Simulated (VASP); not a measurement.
```
ZrSi2
1.0
    1.83928    -7.44292     0.00000
    1.83928     7.44292     0.00000
    0.00000     0.00000     3.66948
Zr Si
2 4
Cartesian
  1.83928  -1.57919   0.91737
  1.83928   1.57919   2.75211
  1.83928  -6.67674   0.91737
  1.83928   6.67674   2.75211
  1.83928   3.72249   0.91737
  1.83928  -3.72249   2.75211
```

Method: r2SCAN meta-GGA, VASP's PBE PAW potentials (set 64) (plane waves; VASP 6.6.1). Settings: 400 eV cut-off, 8×8×8 Γ-centred mesh, first-order Methfessel-Paxton smearing of 0.10 eV, potentials Zr_sv Si.

### Question
Estimate the energy per atom (σ→0), band gap (on the k-mesh) with the smallest direct gap where there is one.

### Answer

| Property | Value |
|---|---|
| band gap (on the k-mesh) | none (metal, semimetal or under 0.01 eV) |
| energy per atom (σ→0) | -14.090 eV/atom |

The absolute energy has meaning only against runs of the same code, potentials and settings.

The compound is ZrSi2 in the sg63 structure. It was relaxed first. The start is the result of an earlier pass.
